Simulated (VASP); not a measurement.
```xyz
2
Lattice="4.5879 0.0000 0.0000 0.0000 4.5379 0.0000 0.0000 0.0000 4.5305" Properties=species:S:1:pos:R:3 pbc="T T T"
Cs     0.0000     0.0000     0.0000
I      2.3651     2.2689     2.2653
```

The numbers are results of PBE GGA with D3 dispersion (Becke-Johnson damping), VASP's PBE PAW potentials (set 64) (plane waves; VASP), not measurements. Run with 400 eV cut-off, 5×5×5 Γ-centred mesh, Gaussian smearing of 0.050 eV, potentials Cs_sv I.

**Question.** Give the force on each atom (eV/Å).

**Answer.** 
```
atom      Fx     Fy     Fz
----  ------  -----  -----
Cs1    0.060  0.000  0.000
I2    -0.060  0.000  0.000
```

**Question.** Give the stress tensor in GPa (positive for a compressed cell).

**Answer.** 
```
-0.02   0.00   0.00
 0.00   0.18   0.00
 0.00   0.00   0.21
```
The pressure is its mean diagonal, 0.13 GPa.

The compound is CsI in the CsCl type structure. The cell was not relaxed at this level, atoms are displaced from their ideal sites. The run is one of a series of settings (IVDW = 12 against the base run), some of them coarse on purpose.
